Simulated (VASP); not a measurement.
ZrC, 2 atoms in the cell. It takes space group Fm-3m (No. 225, cubic). Conventional cell: a = 4.711 Å, b = 4.711 Å, c = 4.711 Å, α = 90.00°, β = 90.00°, γ = 90.00°. Zr (site symmetry m-3m) has 6 C at 2.36 Å as nearest neighbours. Around C (site symmetry m-3m) lie 6 Zr at 2.36 Å. 

```yaml
Program: VASP 6.6.1
Task: relaxation of cell and atoms
Functional: PBE
Potentials_or_basis: VASP PAW PBE potentials, release 64 (Zr_sv, C)
Cutoff: 520 eV
k_mesh: 16 × 16 × 16
Occupations: gaussian, width 0.3 eV
Spin: no spin polarisation
Further_INCAR_settings: ALGO = Fast; EDIFF = 1e-07; IBRION = 2; EDIFFG = -0.002; NSW = 80; ISIF = 3
```

Potentials or basis: VASP PAW PBE potentials, release 64 (Zr_sv, C).

Launch:

```sh
$ cat potpaw_PBE.64/Zr_sv/POTCAR potpaw_PBE.64/C/POTCAR > POTCAR
$ mpirun -np 1 vasp_std > vasp.out
```

Hardware: 1 thread of Intel(R) Xeon(R) 6975P-C (Granite Rapids), on a shared host.

Question: Estimate the wall time of this run.

Answer: It took 54 s on 1 thread of Intel(R) Xeon(R) 6975P-C (Granite Rapids), on a shared host, peak memory 0.19 GiB. Counts: scf iterations 30, k points 145, ion steps 1.
